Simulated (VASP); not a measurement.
Data:

```
AuCu
1.0
    2.83241     0.00000     0.00000
    0.00000     2.83241     0.00000
    0.00000     0.00000     3.74165
Cu Au
1 1
Direct
  0.00000   0.00000   0.00000
  0.50000   0.50000   0.50000
```

All values below come from PBE GGA, VASP's PBE PAW potentials (set 64) (plane waves; VASP). Run with 500 eV cut-off, 13×13×10 Γ-centred mesh, first-order Methfessel-Paxton smearing of 0.10 eV, potentials Cu Au.

Unless said otherwise, spin-orbit coupling is left out, though it shifts the bands of the heavy elements here.

Task: What does the run give for the energy per atom (σ→0), band gap (on the k-mesh) with the smallest direct gap where there is one?

Result: 
The band gap (on the k-mesh) is none (metal, semimetal or under 0.01 eV). The energy per atom (σ→0) is -3531 meV/atom.

Total energies compare only between runs with the same potentials, cut-off and functional.

The compound is CuAu in the L1_0 structure. It was relaxed first.
